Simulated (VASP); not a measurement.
OSZICAR of a VASP run on SiO2 (space group P4_2/mnm):

OSZICAR:
```
       N       E                     dE             d eps       ncg     rms          rms(c)
DAV:   1    -0.275257352557E+03   -0.27526E+03   -0.15561E+04   960   0.124E+03
DAV:   2    -0.457293984560E+03   -0.18204E+03   -0.17495E+03  1312   0.286E+02
DAV:   3    -0.463680705901E+03   -0.63867E+01   -0.63555E+01  1152   0.582E+01
DAV:   4    -0.463732461714E+03   -0.51756E-01   -0.51703E-01  1132   0.597E+00
DAV:   5    -0.660155655203E+02    0.39772E+03   -0.33753E+00  1048   0.164E+01    0.187E+01
DAV:   6    -0.598967869115E+02    0.61188E+01   -0.16810E+01  1044   0.310E+01    0.107E+01
DAV:   7    -0.604582729504E+02   -0.56149E+00   -0.33862E+00  1084   0.125E+01    0.510E+00
DAV:   8    -0.604579081886E+02    0.36476E-03   -0.59650E-02  1120   0.205E+00    0.256E+00
DAV:   9    -0.604290285866E+02    0.28880E-01   -0.69677E-02  1108   0.224E+00    0.119E+00
DAV:  10    -0.604291288442E+02   -0.10026E-03   -0.12855E-02  1104   0.945E-01    0.657E-01
DAV:  11    -0.604284913273E+02    0.63752E-03   -0.39620E-04  1096   0.216E-01    0.390E-01
DAV:  12    -0.604282687437E+02    0.22258E-03   -0.45795E-04  1112   0.172E-01    0.231E-01
DAV:  13    -0.604282760902E+02   -0.73464E-05   -0.11870E-04  1112   0.949E-02    0.140E-01
DAV:  14    -0.604282916313E+02   -0.15541E-04   -0.24829E-05  1100   0.553E-02    0.853E-02
DAV:  15    -0.604283029626E+02   -0.11331E-04   -0.10766E-05  1104   0.380E-02    0.525E-02
DAV:  16    -0.604283097002E+02   -0.67377E-05   -0.41611E-06  1064   0.234E-02    0.328E-02
DAV:  17    -0.604283131308E+02   -0.34306E-05   -0.15815E-06   676   0.144E-02    0.206E-02
DAV:  18    -0.604283147826E+02   -0.16518E-05   -0.81585E-07   616   0.106E-02    0.133E-02
DAV:  19    -0.604283155493E+02   -0.76671E-06   -0.29335E-07   580   0.624E-03
   1 F= -.60428316E+02 E0= -.60428316E+02  d E =-.932601E-50
```

Problem. Which electronic solver shows in the log?

Solution. It is blocked Davidson (ALGO = Normal, or the opening steps of other solvers). The INCAR had ALGO = Normal.

Problem. Can the final energy be trusted as converged?

Solution. Self-consistency was reached. It stopped with EDIFF = 1E-6, NELM = 100 (PBE0 hybrid, plane waves, VASP's PBE PAW potentials (set 64)).

The structure comes from a computed database's SiO2 entry; how it stands against other phases isn't given here. The cell was not relaxed at this level. The run is one of a series of settings (KPOINTS 4×4×6 Γ-centred mesh against the base run), some of them coarse on purpose.
